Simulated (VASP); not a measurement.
An input for Ansatz (written as the equivalent of a VASP run, and not itself run):

Ansatz 0.2 input:
```yaml
crystal:
  lattice:
    - [0.0000000, 3.1585849, 3.1585849]
    - [3.1585849, 0.0000000, 3.1585849]
    - [12.7410201, 12.7410201, -0.1066806]
  atoms:
    - { symbol: Sn, position: [0.0234364, 0.0234364, 0.9824227] }
    - { symbol: Sn, position: [0.2605339, 0.2605339, 0.0545995] }
    - { symbol: Sn, position: [0.0066098, 0.0066098, 0.2450427] }
    - { symbol: Sn, position: [0.2433902, 0.2433902, 0.3174573] }
    - { symbol: Sn, position: [0.9894661, 0.9894661, 0.5079005] }
    - { symbol: Sn, position: [0.2265636, 0.2265636, 0.5800773] }
    - { symbol: Ge, position: [0.9871128, 0.9871128, 0.7596654] }
    - { symbol: Ge, position: [0.2628872, 0.2628872, 0.8028346] }
kpoints:
  mp_grid: { grid: [9, 9, 3] }
hamiltonian:
  xc: pbesol
  pseudopotentials: { kind: paw }
scf:
  occupations: { method: tetrahedron }
  max_iter: 100
output: { forces: true, stress: true, eigenvalues: true }
```

**Question.** Write the VASP files for the same calculation (PBEsol).

**Answer.** Several could match; the one computed here: 
INCAR:
```
SYSTEM = Sn6Ge2
PREC = Accurate; ENCUT = 400; LREAL = .False.
LASPH = .True.
EDIFF = 1E-7; NELM = 100; ALGO = Normal
LMAXMIX = 4
ISMEAR = -5
GGA = PS
ISIF = 2
LWAVE = .False.; LCHARG = .True.; LORBIT = 11
NEDOS = 601
LEFG = .True.
```

**POSCAR**
```
Sn6Ge2
4.4669140
  0.0000000000   0.7071067135   0.7071067135
  0.7071067135   0.0000000000   0.7071067135
  2.8523092485   2.8523092485  -0.0238823943
Sn Ge
6 2
Cartesian
  2.8187453987   2.8187453987   0.0096814555
  0.3399600813   0.3399600813   0.3671466324
  0.7036112689   0.7036112689   0.0034954445
  1.0775893617   1.0775893617   0.3366240654
  2.1483472629   2.1483472629   1.3871863046
  1.8147644805   1.8147644805   0.3065556601
  2.8647947810   2.8647947810   1.3778455002
  2.4758218116   2.4758218116   0.3526050425
```

### KPOINTS
```
K-points
0
Gamma
  9 9 3
0 0 0
```

POTCAR, in this order: Sn_d Ge_d (PBE.64 set). Program: vasp_std.

The two are equivalent in intent, not identical: each code has its own PAW files, so the cut-off isn't converted (ENCUT is set for VASP's; basis.ecutwfc is left out, and Ansatz then takes the one that its files recommend); Ansatz stops its SCF on the density residual and VASP on the energy change (EDIFF); the field gradients of LEFG aren't asked of the other code.

The structure was generated: Sn6Ge2 was put into an ordered model structure (R-3m), which need not be its known phase. It was relaxed first.
